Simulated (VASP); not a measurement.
Crystal: MoI.

```
Mo I
1.0
     0.00000    3.17885    3.17885
     3.17885    0.00000    3.17885
     3.17885    3.17885    0.00000
Mo I
1 1
Direct
  0.00000 0.00000 0.00000
  0.75000 0.75000 0.75000
```

The cell was built by a generator and needn't be a form met in nature.

| Property | Result |
| --- | --- |
| Program | VASP 6.6.1 |
| Task | relaxation of cell and atoms |
| Functional | PBE |
| Potentials or basis | VASP PAW PBE potentials, release 64 (Mo_sv, I) |
| Cutoff | 600 eV |
| k mesh | 7 × 7 × 7 |
| Occupations | fermi-dirac, width 0.05 eV |
| Spin | no spin polarisation |
| Hubbard terms | Mo d U = 2 eV |

At the start: pressure -5.4 GPa; volume 32.12 Å³/atom.

Q: How do energy, volume and symmetry change on relaxing?

A: Over 3 steps the energy falls by 60.0 meV/atom and the volume is 28.96 Å³/atom (-9.8 %); space group F-43m (No. 216, to 0.05 Å).

Step by step:
```csv
step,energy change (eV),largest force (eV/Å),pressure (GPa),volume (Å³)
1,0.0000,0.0000,-5.43,64.25
2,-0.0757,0.0000,4.63,54.65
3,-0.1201,0.0000,-0.03,57.93
```

Final structure:
```
Mo I
1.0
     0.00000    3.07101    3.07101
     3.07101    0.00000    3.07101
     3.07101    3.07101    0.00000
Mo I
1 1
Cartesian
  0.0000 0.0000 0.0000
  4.6065 4.6065 4.6065
```

Caveat: an odd number of electrons without spin polarisation forces a metal; a magnetic or distorted state may lie lower; U without spin polarisation on a metal has little footing.
